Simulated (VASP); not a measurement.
The system is Sn3P2.

```xyz
10
Lattice="3.8815 0.0048 -0.0144 -1.9366 3.4282 -0.0166 -0.0681 -0.1304 18.6607" Properties=species:S:1:pos:R:3 pbc="T T T"
Sn    0.0085    0.0416    4.8107
Sn   -1.9664    3.3054   13.9835
Sn    0.0432    1.8922   17.3495
Sn    1.8461    0.9718    7.9046
Sn    0.0661    2.3037   10.5751
Sn    1.7943    1.1447    1.1533
P    -0.0590    2.3490    2.8122
P     1.8452    0.9798   11.9684
P     0.1108    2.2864    6.5339
P     1.8989    0.9244   15.9500
```

The cell was built by a generator and needn't be a form met in nature.

```yaml
Program: VASP 6.6.1
Task: relaxation of cell and atoms
Functional: PBE
Potentials_or_basis: VASP PAW PBE potentials, release 64 (Sn_d, P)
Cutoff: 520 eV
k_mesh: 7 × 7 × 2
Occupations: gaussian, width 0.15 eV
Spin: no spin polarisation
```

At the start: pressure 0.6 GPa; volume 24.85 Å³/atom.

Q: How do energy, volume and symmetry change on relaxing?

A: Over 27 steps the energy falls by 68.0 meV/atom and the volume is 24.64 Å³/atom (-0.8 %); space group P1 (No. 1, to 0.05 Å).

Step by step:
```tsv
step	energy change (eV)	largest force (eV/Å)	pressure (GPa)	volume (Å³)
1	0.0000	1.4743	0.58	248.46
2	-0.4502	0.9130	-1.04	251.63
3	-0.5157	0.6794	-1.69	253.39
4	-0.6154	0.3879	0.57	243.46
5	-0.6155	0.3885	0.31	243.84
6	-0.6433	0.2028	0.24	244.53
7	-0.6523	0.1332	0.13	245.16
8	-0.6625	0.1025	-0.15	246.32
9	-0.6650	0.1026	-0.22	246.85
10	-0.6664	0.1174	-0.35	247.92
11	-0.6715	0.0933	-0.04	246.10
12	-0.6714	0.0921	0.17	246.01
13	-0.6714	0.0917	0.10	246.07
14	-0.6744	0.0696	0.10	246.15
15	-0.6752	0.0584	0.09	246.20
16	-0.6765	0.0603	-0.23	247.10
17	-0.6764	0.0615	-0.08	247.01
18	-0.6765	0.0598	-0.18	247.07
19	-0.6774	0.0461	-0.11	246.76
20	-0.6778	0.0479	0.02	246.30
21	-0.6778	0.0435	0.01	246.39
22	-0.6783	0.0315	0.01	246.26
23	-0.6786	0.0395	0.01	246.10
24	-0.6785	0.0506	0.03	245.78
25	-0.6789	0.0596	0.08	245.92
26	-0.6789	0.0431	0.04	245.96
27	-0.6797	0.0280	-0.18	246.39
```

Final structure:
```
Sn P
1.0
     3.91410    0.00148    0.00340
    -1.95663    3.39310    0.03236
     0.02082    0.18429   18.55010
Sn P
6 4
Direct
  0.00001 0.00538 0.25014
  0.99467 0.97601 0.74884
  0.31386 0.62118 0.92891
  0.66314 0.32334 0.42977
  0.33874 0.66580 0.56905
  0.67516 0.35393 0.06963
  0.33773 0.67897 0.14959
  0.66637 0.32209 0.64966
  0.33504 0.66611 0.34902
  0.65209 0.29687 0.84876
```
